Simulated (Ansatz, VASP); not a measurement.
## One calculation of Be2ZnTe2Se, two programs

```
Be Zn Te Se
1.0
    -1.88024    1.88024   10.24487
     1.88024   -1.88024   10.24487
     1.88024    1.88024  -10.24487
Be Zn Te Se
2 1 2 1
Direct
  0.75000 0.25000 0.50000
  0.25000 0.75000 0.50000
  0.50000 0.50000 0.00000
  0.32691 0.32691 0.00000
  0.67309 0.67309 0.00000
  0.00000 0.00000 0.00000
```

Change from the starting cell: species swapped into the LaB2Pt2C type (I4/mmm, No. 139).

Alike in both runs: functional PBE; k mesh 6 × 6 × 6; occupations gaussian, width 0.1 eV; no spin polarisation.

Ansatz relaxed the structure, and its values are those at the end. VASP's run is a single point on that final structure, the one shown.

|  | VASP | Ansatz |
| --- | --- | --- |
| version | VASP 6.6.1 | Ansatz 0.2.0 |
| potentials or method | VASP PAW PBE potentials, release 64 (Be, Zn, Te, Se) | scalar-relativistic, plane waves, PAW |
| plane-wave cutoff (eV) | 520 | 420 |
| valence electrons in the cell | 34 | 64 |

|  | VASP | Ansatz | Ansatz less VASP |
| --- | --- | --- | --- |
| gap on the k mesh at the Fermi level (eV) | none | none | - |
| pressure (GPa) | 0.1 | 0.0 | -0.16 |
| rms of the force components (eV/Å) | 0.017 | 0.001 | -0.0155 |

A gap of «none» marks a metal or a gap that the smearing closes. With one functional, cell and mesh, what is left measures potentials, basis and numerics. The two sets of potentials don't hold the same shells in valence.

Caveats: the k mesh is coarse (spacing up to 0.39 Å⁻¹), so the values aren't converged. The runs have no spin-orbit coupling, so splittings on Te are missing.
